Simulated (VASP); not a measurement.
Input:

```yaml
crystal:
  lattice:
    - [0.00000, 9.84169, 9.84169]
    - [9.84169, 0.00000, 9.84169]
    - [9.84169, 9.84169, 0.00000]
  atoms:
    - { symbol: Te, position: [0.00000, 0.00000, 0.00000] }
    - { symbol: Te, position: [0.00000, 0.00000, 0.33333] }
    - { symbol: Te, position: [0.00000, 0.00000, 0.66667] }
    - { symbol: Te, position: [0.00000, 0.33333, 0.00000] }
    - { symbol: Te, position: [0.00000, 0.33333, 0.33333] }
    - { symbol: Te, position: [0.00000, 0.33333, 0.66667] }
    - { symbol: Te, position: [0.00000, 0.66667, 0.00000] }
    - { symbol: Te, position: [0.00000, 0.66667, 0.33333] }
    - { symbol: Te, position: [0.00000, 0.66667, 0.66667] }
    - { symbol: Te, position: [0.33333, 0.00000, 0.00000] }
    - { symbol: Te, position: [0.33333, 0.00000, 0.33333] }
    - { symbol: Te, position: [0.33333, 0.00000, 0.66667] }
    - { symbol: Te, position: [0.33333, 0.33333, 0.00000] }
    - { symbol: Te, position: [0.33333, 0.33333, 0.33333] }
    - { symbol: Te, position: [0.33333, 0.33333, 0.66667] }
    - { symbol: Te, position: [0.33333, 0.66667, 0.00000] }
    - { symbol: Te, position: [0.33333, 0.66667, 0.33333] }
    - { symbol: Te, position: [0.33333, 0.66667, 0.66667] }
    - { symbol: Te, position: [0.66667, 0.00000, 0.00000] }
    - { symbol: Te, position: [0.66667, 0.00000, 0.33333] }
    - { symbol: Te, position: [0.66667, 0.00000, 0.66667] }
    - { symbol: Te, position: [0.66667, 0.33333, 0.00000] }
    - { symbol: Te, position: [0.66667, 0.33333, 0.33333] }
    - { symbol: Te, position: [0.66667, 0.33333, 0.66667] }
    - { symbol: Te, position: [0.66667, 0.66667, 0.00000] }
    - { symbol: Te, position: [0.66667, 0.66667, 0.33333] }
    - { symbol: Te, position: [0.66667, 0.66667, 0.66667] }
    - { symbol: Pb, position: [0.16667, 0.16667, 0.16667] }
    - { symbol: Pb, position: [0.16667, 0.16667, 0.50000] }
    - { symbol: Pb, position: [0.16667, 0.16667, 0.83333] }
    - { symbol: Pb, position: [0.16667, 0.50000, 0.16667] }
    - { symbol: Pb, position: [0.16667, 0.50000, 0.50000] }
    - { symbol: Pb, position: [0.16667, 0.50000, 0.83333] }
    - { symbol: Pb, position: [0.16667, 0.83333, 0.16667] }
    - { symbol: Pb, position: [0.16667, 0.83333, 0.50000] }
    - { symbol: Pb, position: [0.16667, 0.83333, 0.83333] }
    - { symbol: Pb, position: [0.50000, 0.16667, 0.16667] }
    - { symbol: Pb, position: [0.50000, 0.16667, 0.50000] }
    - { symbol: Pb, position: [0.50000, 0.16667, 0.83333] }
    - { symbol: Pb, position: [0.50000, 0.50000, 0.16667] }
    - { symbol: Pb, position: [0.50000, 0.50000, 0.50000] }
    - { symbol: Pb, position: [0.50000, 0.50000, 0.83333] }
    - { symbol: Pb, position: [0.50000, 0.83333, 0.16667] }
    - { symbol: Pb, position: [0.50000, 0.83333, 0.50000] }
    - { symbol: Pb, position: [0.50000, 0.83333, 0.83333] }
    - { symbol: Pb, position: [0.83333, 0.16667, 0.16667] }
    - { symbol: Pb, position: [0.83333, 0.16667, 0.50000] }
    - { symbol: Pb, position: [0.83333, 0.16667, 0.83333] }
    - { symbol: Pb, position: [0.83333, 0.50000, 0.16667] }
    - { symbol: Pb, position: [0.83333, 0.50000, 0.50000] }
    - { symbol: Pb, position: [0.83333, 0.50000, 0.83333] }
    - { symbol: Pb, position: [0.83333, 0.83333, 0.16667] }
    - { symbol: Pb, position: [0.83333, 0.83333, 0.50000] }
    - { symbol: Pb, position: [0.83333, 0.83333, 0.83333] }
```

All values below come from PBE GGA, VASP's PBE PAW potentials (set 64) (plane waves; VASP). Run with PREC = Normal, LREAL = Auto, EDIFF = 1E-5, 400 eV cut-off, 1×1×1 Γ-centred mesh, Gaussian smearing of 0.050 eV, potentials Te Pb.

The supercell is sampled at Γ alone, which is coarse: total energies, pressure and levels can be off, energies of defects by several tenths of an eV.

### Question
Estimate the energy per atom (σ→0).

### Answer

```json
{
 "energy per atom (σ→0)": "-3793 meV/atom"
}
```

The absolute energy has meaning only against runs of the same code, potentials and settings.

The cell is a supercell, built from a database entry that may be metastable or hypothetical.
